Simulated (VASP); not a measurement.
AlN: relaxation of cell and atoms with PBE

Crystal: AlN.

```
Al N
1.0
     3.11300    0.00000    0.00000
    -1.55650    2.69594    0.00000
     0.00000    0.00000    4.98100
Al N
2 2
Direct
  0.33333 0.66667 0.00000
  0.66667 0.33333 0.50000
  0.33333 0.66667 0.38000
  0.66667 0.33333 0.88000
```

- Program: VASP 6.6.1
- Task: relaxation of cell and atoms
- Functional: PBE
- Potentials or basis: VASP PAW PBE potentials, release 64 (Al, N)
- Cutoff: 520 eV
- k mesh: 12 × 12 × 6
- Occupations: gaussian, width 0.02 eV
- Spin: no spin polarisation
- Further INCAR settings: ALGO = Normal; EDIFF = 1e-07; IBRION = 2; EDIFFG = -0.002; NSW = 80; ISIF = 3

```
Relaxed volume                         : 10.63 Å³/atom
Relaxed cell                           : a = 3.129 Å, b = 3.129 Å, c = 5.016 Å, α = 90.00°, β = 90.00°, γ = 120.00°
Space group after relaxing (to 0.05 Å) : P6_3mc (No. 186)
Energy gained by relaxing              : 2.2 meV/atom
Ionic steps                            : 8
Pressure after relaxing                : 0.0 GPa
Band gap on the k mesh                 : 4.06 eV, direct
```

Step by step:
```tsv
step	energy change (eV)	largest force (eV/Å)	pressure (GPa)	volume (Å³)
1	0.0000	0.1289	3.46	41.80
2	-0.0019	0.0913	-2.90	43.18
3	-0.0088	0.0034	0.00	42.52
4	-0.0088	0.0059	0.07	42.51
5	-0.0088	0.0066	0.05	42.51
6	-0.0088	0.0070	0.04	42.51
7	-0.0088	0.0022	-0.02	42.53
8	-0.0088	0.0007	0.00	42.52
```

Final structure:
```
Al N
1.0
     3.12857    0.00000    0.00000
    -1.56429    2.70942    0.00000
     0.00000    0.00000    5.01646
Al N
2 2
Direct
  0.33333 0.66667 0.99926
  0.66667 0.33333 0.49926
  0.33333 0.66667 0.38074
  0.66667 0.33333 0.88074
```

Levels at points of the mesh, in eV from the valence-band top:
| k point | band 6 | band 7 | band 8 | band 9 | band 10 | band 11 |
| --- | --- | --- | --- | --- | --- | --- |
| (0.00, 0.00, 0.00) | -0.20 | -0.20 | 0.00 | 4.06 | 6.52 | 10.47 |
| (0.50, 0.00, 0.00) | -2.05 | -1.74 | -0.68 | 5.76 | 5.77 | 8.04 |
| (0.00, 0.00, 0.50) | -0.53 | -0.53 | -0.53 | 6.32 | 6.32 | 10.18 |
| (0.50, 0.00, 0.50) | -1.44 | -1.35 | -1.35 | 5.25 | 5.25 | 9.15 |

Run time: 39 s on 4 MPI ranks on AMD EPYC 7R13 Processor (Zen 3) (shared host), peak memory 0.15 GiB a rank.

A k mesh can miss the band edges. PBE usually gives volumes a little too large and moduli too small.
